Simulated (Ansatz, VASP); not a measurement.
## Pd12S: VASP beside Ansatz

```
Pd S
1.0
     5.57519    0.00000    0.00000
    -2.78759    4.82826    0.00000
     0.00000    0.00000   20.05212
Pd S
12 1
Direct
  0.33333 0.16667 0.19948
  0.33333 0.66667 0.19948
  0.83333 0.16667 0.19948
  0.83333 0.66667 0.19948
  0.16667 0.33333 0.31299
  0.16667 0.83333 0.31299
  0.66667 0.33333 0.31299
  0.66667 0.83333 0.31299
  0.00000 0.00000 0.42649
  0.00000 0.50000 0.42649
  0.50000 0.00000 0.42649
  0.50000 0.50000 0.42649
  0.33333 0.16667 0.50479
```

Alike in both runs: functional PBE; k mesh 6 × 6 × 1; occupations gaussian, width 0.1 eV; no spin polarisation.

Ansatz relaxed the structure, and its values are those at the end. VASP's run is a single point on that final structure, the one shown.

|  | VASP | Ansatz |
| --- | --- | --- |
| version | VASP 6.6.1 | Ansatz 0.2.0 |
| potentials or method | VASP PAW PBE potentials, release 64 (Pd, S) | scalar-relativistic, plane waves, PAW |
| plane-wave cutoff (eV) | 520 | 420 |
| valence electrons in the cell | 126 | 222 |

VASP gave:

* gap on the k mesh at the Fermi level (eV): none
* rms of the force components (eV/Å): 0.207
* work function, face that differs most (eV): 5.25

**Question.** Which values does Ansatz return?

**Answer.** gap on the k mesh at the Fermi level (eV): none; rms of the force components (eV/Å): 0.209; work function, face that differs most (eV): 5.25.

A gap of «none» marks a metal or a gap that the smearing closes. With one functional, cell and mesh, what is left measures potentials, basis and numerics. The two sets of potentials don't hold the same shells in valence.
